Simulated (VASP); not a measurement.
Set up this calculation in VASP 6.6.1, as the native input.

```
Task                   : single point
Functional             : PBE
Potentials or basis    : VASP PAW PBE potentials, release 64 (F, C, I, H)
Cutoff                 : 520 eV
k mesh                 : 1 × 1 × 1
Occupations            : gaussian, width 0.01 eV
Spin                   : no spin polarisation
Further INCAR settings : ALGO = Normal; EDIFF = 1e-07; NBANDS = 26
```

The structure of FC2I2H3 lies in POSCAR:

```
H3C2I2F
1.0
   13.0000000000      0.0000000000      0.0000000000
    0.0000000000     13.0000000000      0.0000000000
    0.0000000000      0.0000000000     13.0000000000
F C I H
1 2 2 3
Direct
    0.4449692300      0.4808846200      0.6203576900
    0.5183461500      0.4952769200      0.5480576900
    0.4732769200      0.5031384600      0.4426884600
    0.6221076900      0.3643461500      0.5506192300
    0.3798923100      0.6388846200      0.4293807700
    0.5659692300      0.5607615400      0.5695192300
    0.5331461500      0.5103846200      0.3848730800
    0.4236384600      0.4380538500      0.4255730800
```

These files were run (other wordings do the same):

INCAR

```
SYSTEM = H3C2I2F
ALGO = Normal
EDIFF = 1E-7
ENCUT = 520
GGA = PE
ISIF = 2
ISMEAR = 0
LASPH = .True.
LCHARG = .False.
LREAL = .False.
LWAVE = .False.
NBANDS = 26
NELM = 60
PREC = Accurate
SIGMA = 0.01
```

KPOINTS

```
k-points
0
Gamma
  1 1 1
  0 0 0
```

Potentials or basis: VASP PAW PBE potentials, release 64 (F, C, I, H).

Run with:

```console
$ cat potpaw_PBE.64/F/POTCAR potpaw_PBE.64/C/POTCAR potpaw_PBE.64/I/POTCAR potpaw_PBE.64/H/POTCAR > POTCAR
$ mpirun -np 1 vasp_gam > vasp.out
```

It gave:

| Property | Result |
| --- | --- |
| Largest force | 1.142 eV/Å |
| Gap between the frontier levels | 3.83 eV |

Caveat: spin-orbit coupling is left out, which moves the levels of the heavy elements.

Run time: 2.6 min on 1 thread of Intel(R) Xeon(R) Platinum 8559C (Emerald Rapids), with other jobs on the host, peak memory 1.6 GiB.
